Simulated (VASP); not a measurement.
An input for Quantum ESPRESSO's pw.x (written as the equivalent of a VASP run, and not itself run):

```
&CONTROL
  calculation = 'vc-relax'
  pseudo_dir = './pseudo'
  outdir = './out'
  tprnfor = .true.
  tstress = .true.
  nstep = 60
  forc_conv_thr = 0.00039
/
&SYSTEM
  ibrav = 0
  nat = 2
  ntyp = 2
  ecutwfc = 58
  occupations = 'smearing'
  smearing = 'gaussian'
  degauss = 0.003675
  input_dft = 'rpbe'
/
&ELECTRONS
  conv_thr = 7.3e-08
  electron_maxstep = 100
/
&IONS
/
&CELL
/
ATOMIC_SPECIES
  Rb 85.468 Rb.upf
  Cl 35.450 Cl.upf
CELL_PARAMETERS angstrom
     0.0000000    3.4537303    3.4537303
     3.4537303    0.0000000    3.4537303
     3.4537303    3.4537303    0.0000000
ATOMIC_POSITIONS crystal
  Rb   0.0000000  0.0000000  0.0000000
  Cl   0.5000000  0.5000000  0.5000000
K_POINTS automatic
  6 6 6 0 0 0
```

Translate this input to VASP (INCAR, KPOINTS, POSCAR, choice of POTCAR).

Several could match; the one computed here: 
INCAR:
```
SYSTEM  =  RbCl
PREC  =  Accurate; ENCUT  =  520; LREAL  =  .FALSE.
LASPH  =  .TRUE.
EDIFF  =  1E-6; NELM  =  100; ALGO  =  Normal
LMAXMIX  =  4
ISMEAR  =  0; SIGMA  =  0.05
GGA  =  RP
IBRION  =  2; NSW  =  60; ISIF  =  3
EDIFFG  =  -0.01
LWAVE  =  .FALSE.; LCHARG  =  .FALSE.
```

File POSCAR:
```
RbCl
1
    0.0000000000     3.4537303192     3.4537303192
    3.4537303192     0.0000000000     3.4537303192
    3.4537303192     3.4537303192     0.0000000000
Rb Cl
1 1
Direct
  0.0000000000   0.0000000000   0.0000000000
  0.5000000000   0.5000000000   0.5000000000
```

**KPOINTS**
```
Automatic mesh
0
Gamma
6 6 6
0 0 0
```

POTCAR, in this order: Rb_sv Cl (PBE.64 set). Program: vasp_std.

What does not carry over: the potentials are each code's own (VASP's PAW set, PseudoDojo norm-conserving files in pw.x), so ENCUT and ecutwfc are chosen apart and not converted; conv_thr bounds pw.x's estimated SCF error, while EDIFF bounds the energy change between steps; forc_conv_thr acts on force components and is met together with etot_conv_thr.

The compound is RbCl in the rock salt structure. It was relaxed first, which changed the volume by +16 %. The start is the result of an earlier pass.
